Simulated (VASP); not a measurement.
All values below come from optB88-vdW, VASP's PBE PAW potentials (set 64) (plane waves; VASP).

A VASP calculation is set up with these files.

**KPOINTS**
```
Regular mesh
0
gamma
 9 9 9
```

**INCAR**
```
AGGAC  =  0.0
ALGO  =  Normal
EDIFF  =  1E-7
ENCUT  =  520
GGA  =  BO
ISIF  =  2
ISMEAR  =  -5
LASPH  =  .TRUE.
LCHARG  =  .TRUE.
LEFG  =  .TRUE.
LMAXMIX  =  4
LORBIT  =  11
LREAL  =  .FALSE.
LUSE_VDW  =  .TRUE.
LWAVE  =  .FALSE.
NEDOS  =  601
NELM  =  100
PARAM1  =  0.1833333333
PARAM2  =  0.22
PREC  =  Accurate
SYSTEM  =  SrVO3
```

### POSCAR
```
SrVO3
1
    3.8486953990     0.0000000000     0.0000000000
    0.0000000000     3.8486953990     0.0000000000
    0.0000000000     0.0000000000     3.8486953990
Sr V O
1 1 3
Direct
  0.0000000000   0.0000000000   0.0000000000
  0.5000000000   0.5000000000   0.5000000000
  0.5000000000   0.0000000000   0.5000000000
  0.0000000000   0.5000000000   0.5000000000
  0.5000000000   0.5000000000   0.0000000000
```

POTCAR, in this order: Sr_sv V_sv O (PBE.64 set). Program: vasp_std.

The run wrote:

**OSZICAR**
```
       N       E                     dE             d eps       ncg     rms          rms(c)
DAV:   1     0.464781936791E+03    0.46478E+03   -0.24236E+04  1680   0.179E+03
DAV:   2    -0.129047674599E+02   -0.47769E+03   -0.47430E+03  2128   0.490E+02
DAV:   3    -0.400356793669E+02   -0.27131E+02   -0.27040E+02  1776   0.128E+02
DAV:   4    -0.408714271851E+02   -0.83575E+00   -0.83347E+00  2896   0.196E+01
DAV:   5    -0.408812956762E+02   -0.98685E-02   -0.96290E-02  2072   0.157E+00    0.382E+01
DAV:   6    -0.317358704401E+02    0.91454E+01   -0.10332E+02  2216   0.753E+01    0.195E+01
DAV:   7    -0.306357818340E+02    0.11001E+01   -0.35858E+01  1912   0.536E+01    0.179E+01
DAV:   8    -0.298888608957E+02    0.74692E+00   -0.30974E+00  1864   0.157E+01    0.594E+00
DAV:   9    -0.298865022953E+02    0.23586E-02   -0.83357E-01  2128   0.686E+00    0.230E+00
DAV:  10    -0.298602530776E+02    0.26249E-01   -0.44652E-01  1840   0.609E+00    0.102E+00
DAV:  11    -0.298516206984E+02    0.86324E-02   -0.67352E-02  1816   0.225E+00    0.278E-01
DAV:  12    -0.298514292190E+02    0.19148E-03   -0.35262E-03  2160   0.524E-01    0.102E-01
DAV:  13    -0.298513822111E+02    0.47008E-04   -0.21947E-04  2072   0.100E-01    0.577E-02
DAV:  14    -0.298513592306E+02    0.22981E-04   -0.31155E-04  1864   0.109E-01    0.177E-02
DAV:  15    -0.298513556882E+02    0.35424E-05   -0.35302E-05  1856   0.523E-02    0.136E-02
DAV:  16    -0.298513559343E+02   -0.24609E-06   -0.39673E-06  1904   0.187E-02    0.384E-03
DAV:  17    -0.298513559088E+02    0.25485E-07   -0.21231E-07  1568   0.310E-03
   1 F= -.29851356E+02 E0= -.29851356E+02  d E =0.000000E+00
```

**OUTCAR**
```
------------------------ aborting loop because EDIFF is reached ----------------------------------------
  FORCE on cell =-STRESS in cart. coord.  units (eV):
  Direction    XX          YY          ZZ          XY          YZ          ZX
  --------------------------------------------------------------------------------------
  Total        0.0462353      0.0462353      0.0462353     -0.0000000      0.0000000     -0.0000000
  in kB        1.2994033      1.2994033      1.2994033     -0.0000000      0.0000000     -0.0000000
  external PRESSURE =       1.2994033 kB  Pullay stress =       0.0000000 kB
  volume of cell :       57.01
      direct lattice vectors                 reciprocal lattice vectors
     3.848695399  0.000000000  0.000000000     0.259828304  0.000000000  0.000000000
     0.000000000  3.848695399  0.000000000     0.000000000  0.259828304  0.000000000
     0.000000000  0.000000000  3.848695399     0.000000000  0.000000000  0.259828304
 POSITION                                       TOTAL-FORCE (eV/Angst)
 -----------------------------------------------------------------------------------
      0.00000      0.00000      0.00000         0.000000      0.000000      0.000000
      1.92435      1.92435      1.92435         0.000000      0.000000      0.000000
      1.92435      0.00000      1.92435         0.000000      0.000000      0.000000
      0.00000      1.92435      1.92435         0.000000      0.000000      0.000000
      1.92435      1.92435      0.00000         0.000000      0.000000      0.000000
 -----------------------------------------------------------------------------------
    total drift:                                0.000000      0.000000     -0.000000
  FREE ENERGIE OF THE ION-ELECTRON SYSTEM (eV)
  ---------------------------------------------------
  free  energy   TOTEN  =       -29.8513559088 eV

  energy  without entropy=      -29.8513559088  energy(sigma->0) =      -29.85135591

 total charge

# of ion       s       p       d       tot
------------------------------------------
    1        1.997   5.775   0.215   7.987
    2        2.281   6.341   2.950  11.572
    3        1.556   3.488   0.000   5.044
    4        1.556   3.488   0.000   5.044
    5        1.556   3.488   0.000   5.044
--------------------------------------------------
tot          8.947  22.579   3.166  34.691

 Electric field gradients after diagonalization (V/A^2)
 (convention: |V_zz| > |V_xx| > |V_yy|)
----------------------------------------------------------------------
 ion       V_xx      V_yy      V_zz     asymmetry (V_yy - V_xx)/ V_zz
----------------------------------------------------------------------
   1       0.000    -0.000     0.000      -1.470
   2      -0.000    -0.000    -0.000      -0.124
   3     -14.656   -14.656    29.313       0.000
   4     -14.656   -14.656    29.313       0.000
   5     -14.656   -14.656    29.313       0.000
```
(Selected blocks of OUTCAR.)

For a metal the tetrahedron method with Blöchl corrections gives inexact stress and forces.

The compound is SrVO3 in the cubic perovskite structure. It was relaxed first. The run is not spin-polarised, so no magnetic state was tried. The electron count is odd and the run is not spin-polarised, which forces a metal.
